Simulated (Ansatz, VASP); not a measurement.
**TiSn in VASP and in Ansatz**

File INCAR:

```
PREC = Accurate
ENCUT = 520
EDIFF = 1E-6
ISMEAR = -1
SIGMA = 0.05
LREAL = F
LASPH = T
NELM = 100
ALGO = Normal
ISIF = 2
LWAVE = F
LCHARG = F
GGA = PE
NBANDS = 20
```

File KPOINTS:

```
Automatic mesh
0
Gamma
  8 8 8
```

Contents of POSCAR:

```
TiSn
1.0
    0.0000000000      2.8374035684      2.8374035684
    2.8374035684      0.0000000000      2.8374035684
    2.8374035684      2.8374035684      0.0000000000
Ti Sn
1 1
Direct
    0.0000000000      0.0000000000      0.0000000000
    0.5000000000      0.5000000000      0.5000000000
```

Contents of input.yaml:

```yaml
crystal:
  lattice:
    - [0.0, 2.8374035684, 2.8374035684]
    - [2.8374035684, 0.0, 2.8374035684]
    - [2.8374035684, 2.8374035684, 0.0]
  atoms:
    - { symbol: Ti, position: [0.0, 0.0, 0.0] }
    - { symbol: Sn, position: [0.5, 0.5, 0.5] }
hamiltonian:
  xc: pbe
  pseudopotentials: { kind: paw }
kpoints:
  mp_grid: { grid: [8, 8, 8] }
scf:
  occupations: { method: fermi_dirac, width: 0.05 }
output:
  forces: true
  stress: true
  eigenvalues: true
```

The cell was built by a generator and needn't be a form met in nature.

Alike in both runs: task single point; functional PBE; k mesh 8 × 8 × 8; occupations fermi-dirac, width 0.05 eV; no spin polarisation.

|  | VASP | Ansatz |
| --- | --- | --- |
| version | VASP 6.6.1 | Ansatz 0.2.0 |
| potentials or method | VASP PAW PBE potentials, release 64 (Ti_sv, Sn_d) | Ansatz PAW |
| plane-wave cutoff (eV) | 520 | 420 |
| valence electrons in the cell | 26 | 26 |

|  | VASP | Ansatz | Ansatz less VASP |
| --- | --- | --- | --- |
| gap on the k mesh at the Fermi level (eV) | none | none | - |
| pressure (GPa) | -3.0 | -3.0 | -0.02 |

A gap of «none» marks a metal or a gap that the smearing closes.
